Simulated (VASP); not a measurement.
Method: LDA (Ceperley-Alder, Perdew-Zunger), VASP's LDA PAW potentials (set 64) (plane waves; VASP).

VASP input:

### INCAR
```
SYSTEM = MgSe
PREC = Accurate
ENCUT = 400
EDIFF = 1E-7
NELM = 100
ALGO = Normal
LREAL = .FALSE.
LASPH = .TRUE.
ISMEAR = -5
LMAXMIX = 4
LWAVE = .FALSE.
LCHARG = .TRUE.
LORBIT = 11
NEDOS = 601
ISIF = 2
```

### KPOINTS
```
Regular mesh
0
gamma
7 7 4
0 0 0
```

**POSCAR**
```
MgSe
1
    4.1667994729     0.0000000000     0.0000000000
   -2.0833997364     3.6085539448     0.0000000000
    0.0000000000     0.0000000000     6.7188335181
Mg Se
2 2
Direct
  0.6666670000   0.3333330000   0.4982498148
  0.3333330000   0.6666670000   0.9982498148
  0.6666670000   0.3333330000   0.8767501852
  0.3333330000   0.6666670000   0.3767501852
```

POTCAR, in this order: Mg Se (LDA.64 set). Program: vasp_std.

Task: What will the output report for the number of irreducible k-points (NKPTS), number of bands (NBANDS), largest plane-wave count, number of space-group operations, FFT grid (NGX, NGY, NGZ)?

Result: 
```yaml
number of irreducible k-points (NKPTS): 24
number of bands (NBANDS): 12
largest_plane_wave_count: 1852
number_of_space_group_operations: 12
FFT grid (NGX, NGY, NGZ): 28 × 28 × 48
```

The structure comes from a computed database's MgSe entry (P6_3mc); how it stands against other phases isn't given here. It was relaxed first.
